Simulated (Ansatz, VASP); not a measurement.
Two plane-wave programs on TeP2

The input INCAR:

```
PREC = Accurate
ENCUT = 520
EDIFF = 1E-6
ISMEAR = 0
SIGMA = 0.1
LREAL = False
LASPH = True
NELM = 100
ALGO = Normal
ISIF = 2
LWAVE = False
LCHARG = False
GGA = PE
NBANDS = 15
```

The input KPOINTS:

```
regular mesh
0
Gamma
  6 6 4
```

File POSCAR:

```
TeP2
1.0
    4.0123667100      0.0000000000      0.0000000000
   -2.0061833500      3.4748115000      0.0000000000
    0.0000000000      0.0000000000      4.3333537200
Te P
1 2
Direct
    0.0000000000      0.0000000000      0.0000000000
    0.3333333300      0.6666666700      0.5000000000
    0.6666666700      0.3333333300      0.5000000000
```

Input for Ansatz:

```yaml
crystal:
  lattice:
    - [4.01236671, 0.0, 0.0]
    - [-2.00618335, 3.4748115, 0.0]
    - [0.0, 0.0, 4.33335372]
  atoms:
    - { symbol: Te, position: [0.0, 0.0, 0.0] }
    - { symbol: P, position: [0.33333333, 0.66666667, 0.5] }
    - { symbol: P, position: [0.66666667, 0.33333333, 0.5] }
basis:
  ecutwfc: 420
kpoints:
  mp_grid: { grid: [6, 6, 4] }
hamiltonian:
  xc: pbe
scf:
  occupations: { method: gaussian, width: 0.1 }
  lower_state_search: "off"
output:
  forces: true
  stress: true
  eigenvalues: true
```

Change from the starting cell: species swapped into the AgB2 type (P6/mmm, No. 191).

Alike in both runs: task single point; functional PBE; k mesh 6 × 6 × 4; occupations gaussian, width 0.1 eV; no spin polarisation.

|  | VASP | Ansatz |
| --- | --- | --- |
| version | VASP 6.6.1 | Ansatz 0.2.0 |
| potentials or method | VASP PAW PBE potentials, release 64 (Te, P) | scalar-relativistic, plane waves, PAW |
| plane-wave cutoff (eV) | 520 | 420 |
| valence electrons in the cell | 16 | 26 |

```tsv
	VASP	Ansatz	Ansatz less VASP
gap on the k mesh at the Fermi level (eV)	none	none	-
pressure (GPa)	1.9	2.0	+0.17
largest component of the traceless stress (GPa)	4.17	4.22	+0.049
```

A gap of «none» marks a metal or a gap that the smearing closes. The two sets of potentials don't hold the same shells in valence.

Caveats: the k mesh is coarse (spacing up to 0.36 Å⁻¹), so the values aren't converged. The runs have no spin-orbit coupling, so splittings on Te are missing.
